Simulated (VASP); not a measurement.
Data:

```
CELL_PARAMETERS angstrom
      3.32098     0.00000     0.00000
     -1.66049     2.87605     0.00000
      0.00000     0.00000     6.03016
ATOMIC_POSITIONS crystal
  Ta 0.00000 0.00000 0.00000
  S  0.33333 0.66667 0.25529
  S  0.66667 0.33333 0.74471
```

All values below come from PBEsol GGA, VASP's PBE PAW potentials (set 64) (plane waves; VASP 6.6.1). Run with 400 eV cut-off, 12×12×6 Γ-centred mesh, tetrahedra with Blöchl corrections, potentials Ta_pv S.

Without a dispersion term in the relaxation, distances and binding between the weakly bound layers, chains or molecules are unreliable, and so is what depends on them.  Unless said otherwise, spin-orbit coupling is left out, though it shifts the bands of the heavy elements here.

Problem. Estimate the energy per atom (σ→0), band gap (on the k-mesh) with the smallest direct gap where there is one.

Solution. 
```yaml
band gap (on the k-mesh): none (metal, semimetal or under 0.01 eV)
energy per atom (σ→0): -8.192 eV/atom
```

The absolute energy has meaning only against runs of the same code, potentials and settings.

The structure comes from a measured TaS2 entry (P-3m1) of the Crystallography Open Database, whose conditions weren't checked. It was relaxed first. The electron count is odd and the run is not spin-polarised, which forces a metal.
